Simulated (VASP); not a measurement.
A VASP calculation is set up with these files.

**INCAR**
```
ALGO=Normal
EDIFF=1E-6
ENCUT=300
ISIF=2
ISMEAR=0
LASPH=.TRUE.
LCHARG=.FALSE.
LMAXMIX=6
LREAL=.FALSE.
LWAVE=.FALSE.
NELM=100
PREC=Accurate
SIGMA=0.1
SYSTEM=HfAu2
```

**KPOINTS**
```
Automatic mesh
0
Gamma
7 7 7
0 0 0
```

File POSCAR:
```
HfAu2
1
   -1.7784930000     1.7784930000     4.3529370000
    1.7784930000    -1.7784930000     4.3529370000
    1.7784930000     1.7784930000    -4.3529370000
Hf Au
1 2
Direct
  0.0000000000   0.0000000000   0.0000000000
  0.3353000000   0.3353000000   0.0000000000
  0.6647000000   0.6647000000   0.0000000000
```

POTCAR, in this order: Hf_pv Au (LDA.64 set). Program: vasp_std.

Q: Write an equivalent input for Ansatz.

A: One equivalent input (not run):
Ansatz 0.2 input:
```yaml
crystal:
  lattice:
    - [-1.7784930, 1.7784930, 4.3529370]
    - [1.7784930, -1.7784930, 4.3529370]
    - [1.7784930, 1.7784930, -4.3529370]
  atoms:
    - { symbol: Hf, position: [0.0000000, 0.0000000, 0.0000000] }
    - { symbol: Au, position: [0.3353000, 0.3353000, 0.0000000] }
    - { symbol: Au, position: [0.6647000, 0.6647000, 0.0000000] }
kpoints:
  mp_grid: { grid: [7, 7, 7] }
hamiltonian:
  xc: lda
  pseudopotentials: { kind: paw }
scf:
  occupations: { method: gaussian, width: 0.1 }
  max_iter: 100
output: { forces: true, stress: true, eigenvalues: true }
```
Limits of the translation: each code has its own PAW files, so the cut-off isn't converted (ENCUT is set for VASP's; basis.ecutwfc is left out, and Ansatz then takes the one that its files recommend); Ansatz stops its SCF on the density residual and VASP on the energy change (EDIFF); Ansatz's lda is the Perdew-Wang form, while the LDA potentials of VASP carry Perdew-Zunger's.

The structure was generated: HfAu2 was put into an ordered model structure, which need not be its known phase. The cell was not relaxed at this level, and its volume differs by -5.9 % from the start's. The k-mesh is coarse (spacing up to 0.36 per Å, 2π included), so the numbers may not be converged in it.
